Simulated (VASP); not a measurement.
Consider the following.

```xyz
4
Lattice="4.1486 0.0000 0.0000 0.0000 4.1486 0.0000 0.0000 0.0000 4.1486" Properties=species:S:1:pos:R:3 pbc="T T T"
Sc     0.0000     0.0000     0.0000
Al     0.0000     2.0743     2.0743
Al     2.0743     0.0000     2.0743
Al     2.0743     2.0743     0.0000
```

Calculation: AM05 GGA, VASP's PBE PAW potentials (set 64) (plane waves; VASP). Run with 520 eV cut-off, 8×8×8 Γ-centred mesh, first-order Methfessel-Paxton smearing of 0.10 eV, potentials Sc_sv Al.

Task: Predict the energy per atom (σ→0), pressure, band gap (on the k-mesh) with the smallest direct gap where there is one.

Result: 
```json
{
  "band gap (on the k-mesh)": "none (metal, semimetal or under 0.01 eV)",
  "energy per atom (σ→0)": "-5.061 eV/atom",
  "pressure": "-4.70 GPa"
}
```

The absolute energy has meaning only against runs of the same code, potentials and settings.

The compound is Al3Sc in the L1_2 structure. This cell is one point of a volume scan, at 1.06 of the reference volume.
